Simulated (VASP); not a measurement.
Method: r2SCAN meta-GGA, VASP's PBE PAW potentials (set 64) (plane waves; VASP).

VASP ran on this input.

INCAR:
```
SYSTEM = AgCl
PREC = Accurate
ENCUT = 400
EDIFF = 1E-6
NELM = 100
ALGO = Normal
LREAL = .FALSE.
LASPH = .TRUE.
ISMEAR = 0
SIGMA = 0.05
METAGGA = R2SCAN
LMIXTAU = .TRUE.
LMAXMIX = 4
LWAVE = .FALSE.
LCHARG = .FALSE.
IBRION = 2
ISIF = 3
NSW = 60
EDIFFG = -0.01
```

POSCAR:
```
AgCl
1.0
  0.0000000000   2.7750000000   2.7750000000
  2.7750000000   0.0000000000   2.7750000000
  2.7750000000   2.7750000000   0.0000000000
Ag Cl
1 1
Cart
  0.0000000000   0.0000000000   0.0000000000
  2.7750000000   2.7750000000   2.7750000000
```

**KPOINTS**
```
Automatic mesh
0
Gamma
8 8 8
0 0 0
```

POTCAR, in this order: Ag Cl (PBE.64 set). Program: vasp_std.

Output

**OSZICAR**
```
       N       E                     dE             d eps       ncg     rms          rms(c)
DAV:   1     0.617256770455E+02    0.61726E+02   -0.78324E+03   786   0.103E+03
DAV:   2    -0.302171955127E+02   -0.91943E+02   -0.86166E+02   914   0.234E+02
DAV:   3    -0.336844056886E+02   -0.34672E+01   -0.34562E+01   874   0.484E+01
DAV:   4    -0.337123048824E+02   -0.27899E-01   -0.27897E-01   854   0.485E+00
DAV:   5    -0.337127445965E+02   -0.43971E-03   -0.43971E-03   874   0.597E-01    0.667E+00
DAV:   6    -0.285825782517E+02    0.51302E+01   -0.45723E+00   754   0.253E+01    0.673E+00
DAV:   7    -0.286527958092E+02   -0.70218E-01   -0.23293E-01   764   0.635E+00    0.404E+00
DAV:   8    -0.285860434482E+02    0.66752E-01   -0.23024E-01   754   0.515E+00    0.118E+00
DAV:   9    -0.286346270412E+02   -0.48584E-01   -0.49573E-02   764   0.241E+00    0.448E-01
DAV:  10    -0.286397771217E+02   -0.51501E-02   -0.58897E-03   759   0.104E+00    0.223E-01
DAV:  11    -0.286402002876E+02   -0.42317E-03   -0.52215E-03   809   0.646E-01    0.117E-01
DAV:  12    -0.286406522992E+02   -0.45201E-03   -0.11216E-03   769   0.323E-01    0.659E-02
DAV:  13    -0.286407335162E+02   -0.81217E-04   -0.52182E-04   759   0.326E-01    0.514E-02
DAV:  14    -0.286408676307E+02   -0.13411E-03   -0.42995E-05   779   0.729E-02    0.342E-02
DAV:  15    -0.286408673823E+02    0.24838E-06   -0.42128E-05   774   0.809E-02    0.501E-03
DAV:  16    -0.286408685752E+02   -0.11929E-05   -0.25519E-06   705   0.179E-02    0.150E-03
DAV:  17    -0.286408686949E+02   -0.11962E-06   -0.13515E-07   377   0.396E-03
   1 F= -.28640869E+02 E0= -.28640869E+02  d E =-.286409E+02
       N       E                     dE             d eps       ncg     rms          rms(c)
DAV:   1    -0.286520303945E+02   -0.11162E-01   -0.21065E-01   754   0.514E+00    0.744E-01
DAV:   2    -0.286415358128E+02    0.10495E-01   -0.28648E-02   754   0.207E+00    0.224E-01
DAV:   3    -0.286412156985E+02    0.32011E-03   -0.17542E-03   764   0.424E-01    0.165E-01
DAV:   4    -0.286406446273E+02    0.57107E-03   -0.79834E-04   799   0.253E-01    0.428E-02
DAV:   5    -0.286412830754E+02   -0.63845E-03   -0.21636E-04   779   0.148E-01    0.272E-02
DAV:   6    -0.286412568581E+02    0.26217E-04   -0.85590E-05   759   0.882E-02    0.213E-02
DAV:   7    -0.286412902137E+02   -0.33356E-04   -0.32789E-05   754   0.628E-02    0.847E-03
DAV:   8    -0.286412879887E+02    0.22250E-05   -0.34299E-06   746   0.204E-02    0.597E-03
DAV:   9    -0.286412900109E+02   -0.20221E-05   -0.84886E-07   397   0.985E-03    0.177E-03
DAV:  10    -0.286412895394E+02    0.47146E-06   -0.23511E-07   377   0.432E-03
   2 F= -.28641290E+02 E0= -.28641290E+02  d E =-.420845E-03
```

File OUTCAR:
```
------------------------ aborting loop because EDIFF is reached ----------------------------------------
  FORCE on cell =-STRESS in cart. coord.  units (eV):
  Direction    XX          YY          ZZ          XY          YZ          ZX
  --------------------------------------------------------------------------------------
  Total        0.0041768      0.0041768      0.0041768      0.0000000      0.0000000      0.0000000
  in kB        0.1578420      0.1578420      0.1578420      0.0000000      0.0000000      0.0000000
  external PRESSURE =       0.1578420 kB  Pullay stress =       0.0000000 kB
  volume of cell :       42.40
      direct lattice vectors                 reciprocal lattice vectors
     0.000000000  2.767591431  2.767591431    -0.180662505  0.180662505  0.180662505
     2.767591431  0.000000000  2.767591431     0.180662505 -0.180662505  0.180662505
     2.767591431  2.767591431  0.000000000     0.180662505  0.180662505 -0.180662505
  FREE ENERGIE OF THE ION-ELECTRON SYSTEM (eV)
  ---------------------------------------------------
  free  energy   TOTEN  =       -28.6412895394 eV

  energy  without entropy=      -28.6412895394  energy(sigma->0) =      -28.64128954

 reached required accuracy - stopping structural energy minimisation
```
(Selected blocks of OUTCAR.)

**CONTCAR**
```
AgCl
   1.00000000000000
     0.0000000000000000    2.7675914311646652    2.7675914311646652
     2.7675914311646652    0.0000000000000000    2.7675914311646652
     2.7675914311646652    2.7675914311646652    0.0000000000000000
  Ag              Cl
     1     1
Direct
     0.0000000000000000    1.0000000000000000    0.0000000000000000
     0.5000000000000000    0.5000000000000000    0.5000000000000000
```

OUTCAR:
```
 val. band max:        3.6152895800   @ k =   0.5000   0.0000   0.0000

 cond. band min:       5.0361401103   @ k =   0.0000   0.0000   0.0000


 Fermi energy:         3.8538840492

 k-point     1 :       0.0000    0.0000    0.0000
  band No.  band energies     occupation
      1     -12.2420      2.00000
      2       1.1442      2.00000
      3       1.1442      2.00000
      4       1.1442      2.00000
      5       1.1581      2.00000
      6       1.1581      2.00000
      7       1.1581      2.00000
      8       1.2089      2.00000
      9       1.2089      2.00000
     10       5.0361      0.00000
     11      14.9510      0.00000
     12      14.9510      0.00000
     13      14.9510      0.00000

 k-point     2 :       0.1250    0.0000    0.0000
  band No.  band energies     occupation
      1     -12.1816      2.00000
      2       0.3567      2.00000
      3       0.4153      2.00000
      4       0.4154      2.00000
      5       1.2132      2.00000
      6       1.2132      2.00000
      7       1.4336      2.00000
      8       2.0058      2.00000
      9       2.0058      2.00000
     10       5.7263      0.00000
     11      13.5701      0.00000
     12      14.6814      0.00000
     13      14.6814      0.00000

 k-point     3 :       0.2500    0.0000    0.0000
  band No.  band energies     occupation
      1     -12.0296      2.00000
      2      -0.6853      2.00000
      3      -0.1833      2.00000
      4      -0.1833      2.00000
      5       1.3389      2.00000
      6       1.3389      2.00000
      7       1.6032      2.00000
      8       2.7933      2.00000
      9       2.7933      2.00000
     10       7.0524      0.00000
     11      11.9311      0.00000
     12      13.4206      0.00000
     13      13.4206      0.00000

 k-point     4 :       0.3750    0.0000    0.0000
  band No.  band energies     occupation
      1     -11.8682      2.00000
      2      -1.4783      2.00000
      3      -0.5647      2.00000
...
```

The compound is AgCl in the rock salt structure. This run relaxes it. Symmetry was kept, so distortions that lower it aren't found.
